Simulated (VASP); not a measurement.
**GaN: Born charges and dielectric tensor with PBE**

GaN:

```
Ga N
1.0
     3.21898    0.00000    0.00000
    -1.60949    2.78772    0.00000
     0.00000    0.00000    5.24511
Ga N
2 2
Direct
  0.33333 0.66667 0.99916
  0.66667 0.33333 0.49916
  0.33333 0.66667 0.37584
  0.66667 0.33333 0.87584
```

| Property | Result |
| --- | --- |
| Program | VASP 6.6.1 |
| Task | Born charges and dielectric tensor |
| Functional | PBE |
| Potentials or basis | VASP PAW PBE potentials, release 64 (Ga_d, N) |
| Cutoff | 520 eV |
| k mesh | 15 × 15 × 8 |
| Occupations | gaussian, width 0.02 eV |
| Spin | no spin polarisation |
| Further INCAR settings | ALGO = Fast; EDIFF = 1e-08; IBRION = 8; NSW = 1 |

- Band gap on the k mesh: 1.71 eV, direct
- Electronic dielectric tensor (diagonal): 5.91, 5.91, 6.10
- Born charges (mean of the diagonal): Ga +2.68; N -2.68 e
- Highest phonon frequency at Γ, LO-TO splitting left out: 654 cm⁻¹

Levels at points of the mesh, in eV from the valence-band top:
```
           k point  band 14  band 15  band 16  band 17  band 18  band 19  band 20  band 21  band 22
(0.00, 0.00, 0.00)    -0.99    -0.99    -0.04     0.00     0.00     1.71     4.06     9.02     9.73
(0.00, 0.00, 0.50)    -3.79    -0.51    -0.51    -0.51    -0.51     4.06     4.06     8.31     8.31
```

Phonon frequencies in cm⁻¹ (negative: imaginary):
```
              q point                                  frequencies
(0.000, 0.000, 0.000)  -1 -1 0 135 135 319 497 521 521 528 528 654
```

Electronic dielectric tensor:
```
5.91 0.00 0.00
0.00 5.91 0.00
0.00 0.00 6.10
```

Born effective charge tensors (e):
atom 1, Ga
```
2.63 0.00 0.00
0.00 2.63 0.00
0.00 0.00 2.77
```
atom 2, Ga
```
2.63 0.00 0.00
0.00 2.63 0.00
0.00 0.00 2.77
```
atom 3, N
```
-2.63  0.00  0.00
 0.00 -2.63  0.00
 0.00  0.00 -2.77
```
atom 4, N
```
-2.63  0.00  0.00
 0.00 -2.63  0.00
 0.00  0.00 -2.77
```

Wall time 11 min on 4 MPI ranks on Intel(R) Xeon(R) 6975P-C (Granite Rapids), on a shared host, peak memory 1.8 GiB a rank.

The gap isn't set beside the measured one, since this odd mesh misses points on the zone boundary.

Caveat: an odd mesh through Γ misses points on the zone boundary, where band edges often lie.
